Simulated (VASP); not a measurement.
```
CELL_PARAMETERS angstrom
      0.00000     3.10313     3.10313
      3.10313     0.00000     3.10313
      3.10313     3.10313     0.00000
ATOMIC_POSITIONS crystal
  Sn 0.00000 0.00000 0.00000
  Te 0.50000 0.50000 0.50000
```

These are r2SCAN+rVV10, VASP's PBE PAW potentials (set 64) (plane waves; VASP) values and carry that method's errors. Numerical set-up: 520 eV cut-off, 7×7×7 Γ-centred mesh, Gaussian smearing of 0.050 eV, potentials Sn_d Te.

Problem. Give the stress tensor in GPa (positive for a compressed cell).

Solution. 
```
3.28  0.00  0.00
0.00  3.28  0.00
0.00  0.00  3.28
```
The pressure is its mean diagonal, 3.28 GPa.

The compound is SnTe in the rock salt structure, which distorts at low temperature. This cell is one point of a volume scan, at 0.94 of the reference volume.
